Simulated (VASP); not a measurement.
Given:

```
CELL_PARAMETERS angstrom
      3.97035     0.00051    -0.00963
     -0.00054     3.97009    -0.01500
     -1.96919    -1.95981     6.31110
ATOMIC_POSITIONS crystal
  Bi 0.65416 0.65314 0.30598
  Bi 0.34996 0.34844 0.69770
  Te 0.00071 0.00258 0.00176
  O  0.75149 0.25159 0.50179
  O  0.25151 0.75165 0.50182
```

Computed with PBEsol GGA, VASP's PBE PAW potentials (set 64) (plane waves; VASP). Run with 520 eV cut-off, Gaussian smearing of 0.050 eV, potentials Bi_d Te O.

Task: Give the energies of bands 16 to 27 at the high-symmetry points, in eV from the Fermi level.

Result: 
```json
[
 {"band": "16", "Γ": "-6.09", "X": "-5.71", "Z": "-6.16", "T2": "-5.71", "V2": "-5.97"},
 {"band": "17", "Γ": "-6.09", "X": "-4.90", "Z": "-6.16", "T2": "-4.90", "V2": "-5.48"},
 {"band": "18", "Γ": "-3.40", "X": "-4.81", "Z": "-3.38", "T2": "-4.80", "V2": "-5.14"},
 {"band": "19", "Γ": "-3.31", "X": "-4.78", "Z": "-3.25", "T2": "-4.78", "V2": "-4.36"},
 {"band": "20", "Γ": "-3.31", "X": "-4.76", "Z": "-3.25", "T2": "-4.75", "V2": "-3.92"},
 {"band": "21", "Γ": "-2.43", "X": "-3.14", "Z": "-2.76", "T2": "-3.13", "V2": "-2.51"},
 {"band": "22", "Γ": "-2.01", "X": "-1.67", "Z": "-1.18", "T2": "-1.67", "V2": "-2.51"},
 {"band": "23", "Γ": "-1.26", "X": "-1.04", "Z": "-0.76", "T2": "-1.04", "V2": "-2.51"},
 {"band": "24", "Γ": "-1.26", "X": "0.03", "Z": "-0.76", "T2": "0.03", "V2": "-1.25"},
 {"band": "25", "Γ": "-0.16", "X": "2.20", "Z": "0.53", "T2": "2.20", "V2": "-0.09"},
 {"band": "26", "Γ": "3.64", "X": "2.72", "Z": "2.04", "T2": "2.72", "V2": "2.27"},
 {"band": "27", "Γ": "4.00", "X": "3.25", "Z": "2.05", "T2": "3.25", "V2": "2.59"}
]
```

It has no gap at this level: it comes out as a metal or semimetal.

The structure comes from a computed database's Bi2TeO2 entry; how it stands against other phases isn't given here. It was relaxed first.
